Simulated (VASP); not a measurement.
# Lattice vibrations of VSi2

Wanted: whether VSi2 is dynamically stable, and its vibrational spectrum. The start is a computed cell from the Materials Project.

Method: PBE, spin-polarised from a ferromagnetic start; plane waves and PAW (V, Si), in VASP 6.6.1.

## Step 1: The starting structure

The structure is hexagonal, space group P6_222 (No. 180). Conventional cell: a = 4.535 Å, b = 4.535 Å, c = 6.319 Å, α = 90.00°, β = 90.00°, γ = 120.00°. V has 10 Si at 2.49 to 2.65 Å nearest. Nearest to Si lie 5 Si at 2.46 to 2.65 Å and 5 V at 2.49 to 2.65 Å. Farther neighbours are not listed.

Structure file:

```xyz
9
Lattice="4.5348 0.0000 0.0000 -2.2674 3.9273 0.0000 0.0000 0.0000 6.3189" Properties=species:S:1:pos:R:3 pbc="T T T"
V     2.2674    0.0000    3.1595
V     1.1337    1.9636    5.2658
V    -1.1337    1.9636    1.0532
Si    1.1053    0.6382    1.0532
Si    3.4295    0.6382    5.2658
Si    0.0000    1.2763    3.1595
Si    1.1621    3.2891    1.0532
Si   -1.1621    3.2891    5.2658
Si    2.2674    2.6509    3.1595
```

## Step 2: Relax the host

Cell and atoms are relaxed first, so that later runs start from this functional's own cell.

File INCAR:

```
SYSTEM = VSi2
PREC = Normal
ENCUT = 350
EDIFF = 1E-05
NELM = 120
ISMEAR = 0
SIGMA = 0.05
LREAL = Auto
ALGO = Normal
GGA = PE
NBANDS = 37
ISPIN = 2
MAGMOM = 2 2 2 0 0 0 0 0 0
LASPH = .TRUE.
LMAXMIX = 4
LORBIT = 11
LWAVE = .FALSE.
LCHARG = .FALSE.
KPAR = 4
IBRION = 2
NSW = 40
ISIF = 3
EDIFFG = -0.03
POTIM = 0.4
```

File POSCAR:

```
VSi2
1.0
    4.5347995798      0.0000000000      0.0000000000
   -2.2673997899      3.9272516372      0.0000000000
    0.0000000000      0.0000000000      6.3189006300
V Si
3 6
Direct
    0.5000000000      0.0000000000      0.5000000000
    0.5000000000      0.5000000000      0.8333333333
    0.0000000000      0.5000000000      0.1666666667
    0.3249864500      0.1624932250      0.1666666667
    0.8375067750      0.1624932250      0.8333333333
    0.1624932250      0.3249864500      0.5000000000
    0.6750135500      0.8375067750      0.1666666667
    0.1624932250      0.8375067750      0.8333333333
    0.8375067750      0.6750135500      0.5000000000
```

File KPOINTS:

```
Automatic mesh
0
Gamma
4 4 3
0 0 0
```

Potentials, in the order of the species: V and Si (PBE family, release 64).

Run with:

```bash
mpirun -np 4 vasp_std
```

Log:

```text
[banner, memory and clock lines left out]
running    4 mpi-ranks, on    1 nodes
 distrk:  each k-point on    1 cores,    4 groups
 distr:  one band on    1 cores,    1 groups

 POSCAR found type information on POSCAR V Si
 POSCAR found :  2 types and       9 ions
 LDA part: xc-table for (Slater+PW92), standard interpolation
 POSCAR, INCAR and KPOINTS ok, starting setup
 FFT: planning ... GRIDC
 FFT: planning ... GRID_SOFT
 FFT: planning ... GRID
 WAVECAR not read
 entering main loop
       N       E                     dE             d eps       ncg     rms          rms(c)
DAV:   1     0.182572537255E+03    0.18257E+03   -0.10080E+04  1184   0.753E+02
DAV:   2    -0.476091268745E+02   -0.23018E+03   -0.21321E+03  1189   0.212E+02
DAV:   3    -0.685615640949E+02   -0.20952E+02   -0.19515E+02  1460   0.649E+01
DAV:   4    -0.697027586432E+02   -0.11412E+01   -0.11271E+01  1963   0.167E+01
DAV:   5    -0.697153082423E+02   -0.12550E-01   -0.12542E-01  1907   0.218E+00    0.333E+01
DAV:   6    -0.680178131565E+02    0.16975E+01   -0.53955E+01  1811   0.687E+01    0.161E+01
DAV:   7    -0.643495028067E+02    0.36683E+01   -0.29076E+01  1776   0.623E+01    0.110E+01
DAV:   8    -0.636641842215E+02    0.68532E+00   -0.25276E+00  1862   0.135E+01    0.202E+00
DAV:   9    -0.636351207056E+02    0.29064E-01   -0.11923E-01  1899   0.256E+00    0.984E-01
DAV:  10    -0.636308362941E+02    0.42844E-02   -0.55739E-03  1710   0.420E-01    0.604E-01
DAV:  11    -0.636283284167E+02    0.25079E-02   -0.27281E-03  1704   0.277E-01    0.146E-01
DAV:  12    -0.636283023885E+02    0.26028E-04   -0.37028E-04  1779   0.153E-01    0.709E-02
DAV:  13    -0.636283087633E+02   -0.63748E-05   -0.33665E-05  1252   0.446E-02
   1 F= -.63628309E+02 E0= -.63622741E+02  d E =-.636283E+02  mag=     0.3832
 curvature:   0.00 expect dE= 0.000E+00 dE for cont linesearch  0.000E+00
 trial: gam= 0.00000 g(F)=  0.607E-03 g(S)=  0.851E-01 ort = 0.000E+00 (trialstep = 0.100E+01)
 search vector abs. value=  0.857E-01
 bond charge predicted
       N       E                     dE             d eps       ncg     rms          rms(c)
DAV:   1    -0.636834594578E+02   -0.55157E-01   -0.19201E+00  1337   0.123E+01    0.263E+00
DAV:   2    -0.636732673484E+02    0.10192E-01   -0.18703E-01  1746   0.563E+00    0.958E-01
DAV:   3    -0.636488196892E+02    0.24448E-01   -0.81029E-02  1850   0.368E+00    0.108E+00
DAV:   4    -0.636410977493E+02    0.77219E-02   -0.15939E-02  1802   0.133E+00    0.117E-01
DAV:   5    -0.636410863499E+02    0.11399E-04   -0.34823E-04  1519   0.931E-02    0.784E-02
DAV:   6    -0.636410632663E+02    0.23084E-04   -0.36917E-05  1430   0.481E-02    0.567E-02
DAV:   7    -0.636410415622E+02    0.21704E-04   -0.14015E-05   955   0.226E-02    0.132E-02
DAV:   8    -0.636410418309E+02   -0.26871E-06   -0.65375E-06   712   0.163E-02
   2 F= -.63641042E+02 E0= -.63635522E+02  d E =-.127331E-01  mag=     0.4542
 trial-energy change:   -0.012733  1 .order   -0.014249   -0.085739    0.057242
 step:   0.5842(harm=  0.5997)  dis= 0.00115  next Energy=   -63.653051 (dE=-0.247E-01)
 bond charge predicted
       N       E                     dE             d eps       ncg     rms          rms(c)
DAV:   1    -0.636600271017E+02   -0.18986E-01   -0.33202E-01  1312   0.514E+00    0.109E+00
DAV:   2    -0.636577628417E+02    0.22643E-02   -0.28316E-02  1680   0.221E+00    0.374E-01
DAV:   3    -0.636542250525E+02    0.35378E-02   -0.12764E-02  1847   0.148E+00    0.443E-01
DAV:   4    -0.636529131601E+02    0.13119E-02   -0.28422E-03  1776   0.580E-01    0.480E-02
DAV:   5    -0.636529174523E+02   -0.42922E-05   -0.59575E-05  1446   0.437E-02
   3 F= -.63652917E+02 E0= -.63647376E+02  d E =-.246087E-01  mag=     0.4204
 curvature:  -0.30 expect dE=-0.469E-04 dE for cont linesearch -0.218E-05
 trial: gam=-0.00739 g(F)=  0.132E-03 g(S)=  0.245E-04 ort = 0.791E-03 (trialstep = 0.917E+00)
 search vector abs. value=  0.150E-03
 reached required accuracy - stopping structural energy minimisation
```

The job ended after 21 s (4 MPI ranks of AMD EPYC 9R14 (Zen 4), shared host; peak memory 0.59 GiB; 75 s of CPU time).

Lines that name or quote the potential files are left out of all logs, and their timing lines are given in words.

From OUTCAR (step 2):

```text
ion  position               nearest neighbor table
   1  0.500  0.000  0.500-   4 2.49   5 2.49   7 2.49   8 2.49   6 2.60   6 2.60   9 2.60   9 2.60
                             6 2.65   9 2.65   2 3.09   2 3.09   3 3.09   3 3.09
   2  0.500  0.500  0.833-   6 2.49   9 2.49   7 2.49   4 2.49   8 2.60   5 2.60   8 2.60   5 2.60
                             8 2.65   5 2.65   1 3.09   1 3.09   3 3.09   3 3.09
   3  0.000  0.500  0.167-   6 2.49   9 2.49   8 2.49   5 2.49   4 2.60   7 2.60   4 2.60   7 2.60
                             7 2.65   4 2.65   1 3.09   1 3.09   2 3.09   2 3.09
   4  0.325  0.162  0.167-   6 2.46   8 2.46   1 2.49   2 2.49   7 2.55   3 2.60   3 2.60   3 2.65
                             7 2.65   7 2.65   9 3.05   5 3.05   9 3.14   5 3.14
   5  0.838  0.162  0.833-   6 2.46   7 2.46   1 2.49   3 2.49   8 2.55   2 2.60   2 2.60   2 2.65
                             8 2.65   8 2.65   9 3.05   4 3.05   9 3.14   4 3.14
   6  0.162  0.325  0.500-   4 2.46   5 2.46   2 2.49   3 2.49   9 2.55   1 2.60   1 2.60   1 2.65
                             9 2.65   9 2.65   8 3.05   7 3.05   7 3.14   8 3.14
   7  0.675  0.838  0.167-   9 2.46   5 2.46   1 2.49   2 2.49   4 2.55   3 2.60   3 2.60   3 2.65
                             4 2.65   4 2.65   6 3.05   8 3.05   6 3.14   8 3.14
   8  0.162  0.838  0.833-   9 2.46   4 2.46   1 2.49   3 2.49   5 2.55   2 2.60   2 2.60   2 2.65
                             5 2.65   5 2.65   6 3.05   7 3.05   6 3.14   7 3.14
   9  0.838  0.675  0.500-   7 2.46   8 2.46   2 2.49   3 2.49   6 2.55   1 2.60   1 2.60   1 2.65
                             6 2.65   6 2.65   5 3.05   4 3.05   5 3.14   4 3.14

  LATTYP: Found a hexagonal cell.
 ALAT       =     4.5347995798
 C/A-ratio  =     1.3934244543

 Subroutine GETGRP returns: Found 12 space group operations
 (whereof  4 operations were pure point group operations)

The static configuration has the point symmetry D_2 .
 The point group associated with its full space group is D_6 .

 Found      8 irreducible k-points:

   k-points           NKPTS =      8   k-points in BZ     NKDIM =      8   number of bands    NBANDS=     37

   dimension x,y,z NGX =    24 NGY =   24 NGZ =   30
   dimension x,y,z NGXF=    48 NGYF=   48 NGZF=   60

   ENCUT  =  350.0 eV  25.72 Ry    5.07 a.u.   6.92  6.92  9.64*2*pi/ulx,y,z

   NELECT =      39.0000    total number of electrons

 k-points in reciprocal lattice and weights: Automatic mesh
   0.00000000  0.00000000  0.00000000       0.021
   0.25000000 -0.00000000  0.00000000       0.125
   0.50000000 -0.00000000  0.00000000       0.062
   0.25000000  0.25000000  0.00000000       0.125
   0.00000000  0.00000000  0.33333333       0.042
   0.25000000 -0.00000000  0.33333333       0.250
   0.50000000 -0.00000000  0.33333333       0.125
   0.25000000  0.25000000  0.33333333       0.250

 average (electrostatic) potential at core
       1 -35.7841       2 -35.7841       3 -35.7841       4 -79.4895       5 -79.4895
       6 -79.4895       7 -79.4895       8 -79.4895       9 -79.4895

 E-fermi :  10.0287

 spin component 1
 k-point     1 :       0.0000    0.0000    0.0000
  band No.  band energies     occupation
    ...
     16       7.8632      1.00000
     17       7.8632      1.00000
     18       8.1936      1.00000
     19       8.1936      1.00000
     20       8.3042      1.00000
     21      10.2793      0.00000
     22      12.0145      0.00000
     23      12.3321      0.00000
     24      12.3321      0.00000
     25      12.4123      0.00000
    ...

 k-point     2 :       0.2500   -0.0000    0.0000
  band No.  band energies     occupation
    ...
     16       8.3193      1.00000
     17       8.5942      1.00000
     18       8.6071      1.00000
     19       8.9424      1.00000
     20       8.9435      1.00000
     21      10.0447      0.32476
     22      11.4838      0.00000
     23      11.6733      0.00000
     24      11.7754      0.00000
     25      11.8372      0.00000
    ...

 k-point     3 :       0.5000   -0.0000    0.0000
  band No.  band energies     occupation
    ...
     16       8.5730      1.00000
     17       9.2515      1.00000
     18       9.3746      1.00000
     19       9.8180      1.00000
     20       9.9945      0.83295
     21      10.3429      0.00000
     22      10.9900      0.00000
     23      11.3316      0.00000
     24      11.4103      0.00000
     25      12.1240      0.00000
    ...

 k-point     4 :       0.2500    0.2500    0.0000
  band No.  band energies     occupation
    ...
     15       8.3411      1.00000
     16       8.4893      1.00000
     17       8.5224      1.00000
     18       9.1319      1.00000
     19       9.7838      1.00000
     20      10.0714      0.11329
     21      10.0822      0.06486
     22      11.3446      0.00000
     23      11.4040      0.00000
     24      11.5041      0.00000
    ...

 k-point     5 :       0.0000    0.0000    0.3333
  band No.  band energies     occupation
    ...
     16       8.0254      1.00000
     17       8.0909      1.00000
     18       8.2093      1.00000
     19       8.3769      1.00000
     20       9.7350      1.00000
     21      10.6168      0.00000
     22      12.1092      0.00000
     23      12.2420      0.00000
     24      12.2643      0.00000
     25      12.4391      0.00000
    ...

 k-point     6 :       0.2500   -0.0000    0.3333
  band No.  band energies     occupation
    ...
     16       8.2047      1.00000
     17       8.2742      1.00000
     18       8.5860      1.00000
     19       8.7212      1.00000
     20       9.9980      0.80723
     21      10.3289      0.00000
     22      11.3994      0.00000
     23      11.6166      0.00000
     24      11.7040      0.00000
     25      12.0932      0.00000
    ...

  Total        0.0473872      0.0473872     -0.0348116     -0.0000000     -0.0000000      0.0000000
  in kB        0.6618677      0.6618677     -0.4862213     -0.0000000     -0.0000000      0.0000000
  external PRESSURE =       0.2791714 kB  Pullay stress =       0.0000000 kB

  energy-cutoff  :      350.00
  volume of cell :      114.71
      direct lattice vectors                 reciprocal lattice vectors
     4.561413375  0.000000000  0.000000000     0.219230295  0.126572670  0.000000000
    -2.280706687  3.950299860 -0.000000000    -0.000000000  0.253145340  0.000000000
     0.000000000  0.000000000  6.366064795    -0.000000000  0.000000000  0.157082913

 POSITION                                       TOTAL-FORCE (eV/Angst)
 -----------------------------------------------------------------------------------
      2.28071      0.00000      3.18303        -0.000000      0.000000      0.000000
      1.14035      1.97515      5.30505        -0.000000      0.000000     -0.000000
     -1.14035      1.97515      1.06101        -0.000000      0.000000     -0.000000
      1.11281      0.64248      1.06101         0.020704      0.011953     -0.000000
      3.44860      0.64248      5.30505        -0.020704      0.011953     -0.000000
      0.00000      1.28496      3.18303        -0.000000      0.023907     -0.000000
      1.16790      3.30782      1.06101        -0.020704     -0.011953      0.000000
     -1.16790      3.30782      5.30505         0.020704     -0.011953      0.000000
      2.28071      2.66534      3.18303        -0.000000     -0.023907      0.000000
 -----------------------------------------------------------------------------------
    total drift:                                0.000000     -0.000000     -0.000000

  FREE ENERGIE OF THE ION-ELECTRON SYSTEM (eV)
  ---------------------------------------------------
  free  energy   TOTEN  =       -63.6529174523 eV

  energy  without entropy=      -63.6418340448  energy(sigma->0) =      -63.64737575

 reached required accuracy - stopping structural energy minimisation

 total charge
# of ion       s       p       d       tot
------------------------------------------
    1        0.435   0.724   3.777   4.935
    2        0.435   0.724   3.777   4.935
    3        0.435   0.724   3.777   4.935
    4        0.753   0.888   0.000   1.641
    5        0.753   0.888   0.000   1.641
    6        0.753   0.888   0.000   1.641
    7        0.753   0.888   0.000   1.641
    8        0.753   0.888   0.000   1.641
    9        0.753   0.888   0.000   1.641
--------------------------------------------------
tot          5.824   7.497  11.330  24.651

 magnetization (x)
# of ion       s       p       d       tot
------------------------------------------
    1        0.001   0.002   0.132   0.135
    2        0.001   0.002   0.132   0.135
    3        0.001   0.002   0.132   0.135
    4       -0.001  -0.000   0.000  -0.002
    5       -0.001  -0.000   0.000  -0.002
    6       -0.001  -0.000   0.000  -0.002
    7       -0.001  -0.000   0.000  -0.002
    8       -0.001  -0.000   0.000  -0.002
    9       -0.001  -0.000   0.000  -0.002
--------------------------------------------------
tot         -0.005   0.004   0.396   0.394

[... 6 further parts left out ...]
```

The magnetic state follows from one typed start and may not be the lowest. The k-mesh is coarse for a metal. The data set V keeps the semicore shell frozen, which is cheaper and a little less accurate. The run keeps the 12 symmetry operations of its start, so it cannot find a distortion of lower symmetry.

The steps of the relaxation:

```
step  energy less that of the first step (eV)  largest force (eV/Å)  pressure (GPa)  volume (Å³)
   1                                   0.0000                0.0512            3.64       112.54
   2                                  -0.0127                0.0095           -2.37       116.27
   3                                  -0.0246                0.0239            0.03       114.71
```

```
conventional cell, symmetrised  before  after  change
                         a (Å)   4.535  4.561  +0.6 %
                         b (Å)   4.535  4.561  +0.6 %
                         c (Å)   6.319  6.366  +0.7 %
              volume (Å³/atom)   12.50  12.75  +1.9 %
```

Final coordinates:

```xyz
9
Lattice="4.5614 0.0000 0.0000 -2.2807 3.9503 0.0000 0.0000 0.0000 6.3661" Properties=species:S:1:pos:R:3 pbc="T T T"
V     2.2807    0.0000    3.1830
V     1.1404    1.9751    5.3051
V    -1.1404    1.9751    1.0610
Si    1.1128    0.6425    1.0610
Si    3.4486    0.6425    5.3051
Si    0.0000    1.2850    3.1830
Si    1.1679    3.3078    1.0610
Si   -1.1679    3.3078    5.3051
Si    2.2807    2.6653    3.1830
```

This step gave:

* electronic cycles: 26
* electrons: 39
* free energy (TOTEN): -63.6529 eV
* energy at zero smearing: -63.6474 eV
* Fermi energy: 10.03 eV
* pressure: 0.02792 GPa
* moment of the cell, from the last line of the log: 0.4204 μB
* labelled metallic, from the levels on this mesh: yes

Spin moment in the PAW sphere by atom:

```
atom  spin moment in the PAW sphere (μB)
  V1                               0.135
  V2                               0.135
  V3                               0.135
 Si4                              -0.002
 Si5                              -0.002
 Si6                              -0.002
 Si7                              -0.002
 Si8                              -0.002
 Si9                              -0.002
```

The run ended after 3 ionic steps, 0.025 eV below its first step, once forces and stress met EDIFFG = -0.03.

(Part 1 of 2 ends here.)

[Lines on the potential files, build, host, timing and source positions are cut from VASP's logs without a mark.]

[Logs are printed without paths, hosts, clocks, repeated set-up lines and the standing remarks that a program may print on its own settings, such as how far it seeks lower states.]

[Hosts, paths, dates, database ids (printed as entryN), source tags and the programs' standing remarks are cut or masked in the printed files.]

[Runs that stopped without an error message from VASP are left out.]
